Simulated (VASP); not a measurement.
An input for Quantum ESPRESSO's pw.x (written as the equivalent of a VASP run, and not itself run):

```
&CONTROL
  calculation = 'scf'
  pseudo_dir = './pseudo'
  outdir = './out'
  tprnfor = .true.
  tstress = .true.
/
&SYSTEM
  ibrav = 0
  nat = 2
  ntyp = 1
  ecutwfc = 44
  occupations = 'tetrahedra'
  input_dft = 'pbesol'
/
&ELECTRONS
  conv_thr = 7.3e-09
  electron_maxstep = 100
/
ATOMIC_SPECIES
  P 30.974 P.upf
CELL_PARAMETERS angstrom
     2.6398767   -0.0000000    0.0000000
    -1.3199379    2.2862003    0.0000000
     0.0000000    0.0000000    4.6423738
ATOMIC_POSITIONS crystal
  P    0.3333330  0.6666670  0.2500000
  P    0.6666670  0.3333330  0.7500000
K_POINTS automatic
  18 18 9 0 0 0
```

Problem. Write the VASP files for the same calculation (PBEsol).

Solution. One answer among several that fit: 
### INCAR
```
SYSTEM = P
PREC = Accurate; ENCUT = 400; LREAL = .FALSE.
LASPH = .TRUE.
EDIFF = 1E-7; NELM = 100; ALGO = Normal
ISMEAR = -5
GGA = PS
ISIF = 2
LWAVE = .FALSE.; LCHARG = .TRUE.; LORBIT = 11
NEDOS = 601
```

**KPOINTS**
```
Automatic mesh
0
Gamma
  18 18 9
0 0 0
```

### POSCAR
```
P
1
    2.6398766990    -0.0000000222     0.0000000000
   -1.3199378885     2.2862002626     0.0000000000
    0.0000000000     0.0000000000     4.6423737880
P
2
Direct
  0.3333330000   0.6666670000   0.2500000000
  0.6666670000   0.3333330000   0.7500000000
```

POTCAR, in this order: P (PBE.64 set). Program: vasp_std.

Limits of the translation: the potentials are each code's own (VASP's PAW set, PseudoDojo norm-conserving files in pw.x), so ENCUT and ecutwfc are chosen apart and not converted; conv_thr bounds pw.x's estimated SCF error, while EDIFF bounds the energy change between steps.

The structure was generated: P was put into the hcp type (P6_3/mmc), which need not be its known phase. It was relaxed first.
